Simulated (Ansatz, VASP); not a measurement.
# RbMg3: VASP beside Ansatz

The input INCAR:

```
ALGO     = Normal         # electronic algorithm
EDIFF    = 1E-7           # SCF threshold, eV
EDIFFG   = -0.04          # ionic threshold
ENCUT    = 600            # plane-wave cutoff, eV
GGA      = PE             # functional
IBRION   = 2              # ionic algorithm
ISIF     = 3              # what is computed and relaxed
ISMEAR   = 0              # smearing method
LASPH    = T              # aspherical terms in the spheres
LCHARG   = F              # write CHGCAR
LREAL    = F              # projectors in reciprocal space
LWAVE    = F              # write WAVECAR
NELM     = 60             # most SCF steps
NSW      = 90             # ionic steps
PREC     = Accurate       # precision mode
SIGMA    = 0.1            # smearing width, eV
```

Contents of KPOINTS:

```
k-points
0
Gamma
  4 4 4
```

Contents of POSCAR:

```
RbMg3
1.0
    4.3997470400      0.0000000000      0.0000000000
    0.0000000000      4.3997470400      0.0000000000
    0.0000000000      0.0000000000      4.3997470400
Rb Mg
1 3
Direct
    0.0000000000      0.0000000000      0.0000000000
    0.5000000000      0.0000000000      0.5000000000
    0.0000000000      0.5000000000      0.5000000000
    0.5000000000      0.5000000000      0.0000000000
```

Input for Ansatz:

```yaml
crystal:
  lattice:
    - [4.39974704, 0.0, 0.0]
    - [0.0, 4.39974704, 0.0]
    - [0.0, 0.0, 4.39974704]
  atoms:
    - { symbol: Rb, position: [0.0, 0.0, 0.0] }
    - { symbol: Mg, position: [0.5, 0.0, 0.5] }
    - { symbol: Mg, position: [0.0, 0.5, 0.5] }
    - { symbol: Mg, position: [0.5, 0.5, 0.0] }
basis:
  ecutwfc: 420
kpoints:
  mp_grid: { grid: [4, 4, 4] }
hamiltonian:
  xc: pbe
scf:
  occupations: { method: gaussian, width: 0.1 }
  lower_state_search: "off"
output:
  forces: true
  stress: true
  eigenvalues: true
relax:
  adjacent_minimum: "off"
  f_tol: 0.04
  max_steps: 70
  cell: { stress_tol: 0.4 }
```

Change from the starting cell: species swapped into the GaNi3 type (Pm-3m, No. 221).

Alike in both runs: task relaxation of cell and atoms; functional PBE; k mesh 4 × 4 × 4; occupations gaussian, width 0.1 eV; no spin polarisation.

|  | VASP | Ansatz |
| --- | --- | --- |
| version | VASP 6.6.1 | Ansatz 0.2.0 |
| potentials or method | VASP PAW PBE potentials, release 64 (Rb_sv, Mg) | scalar-relativistic, plane waves, PAW |
| plane-wave cutoff (eV) | 600 | 420 |
| valence electrons in the cell | 15 | 39 |

Ansatz gave:

- gap on the k mesh at the Fermi level, each at its own relaxed structure (eV): none
- relaxed volume (Å³/atom): 34.10
- relaxed cell length with the largest relative difference (Å): 5.148
- energy change over the relaxation (meV/atom): -522

Estimate VASP's values.

gap on the k mesh at the Fermi level, each at its own relaxed structure (eV): none; relaxed volume (Å³/atom): 34.63; relaxed cell length with the largest relative difference (Å): 5.174; energy change over the relaxation (meV/atom): -520.

A gap of «none» marks a metal or a gap that the smearing closes. The two sets of potentials don't hold the same shells in valence.

Caveats: the volume moved by over 15 % at a fixed basis, so the end points are rough; the bands computed are all filled at some k points, so no gap is given.
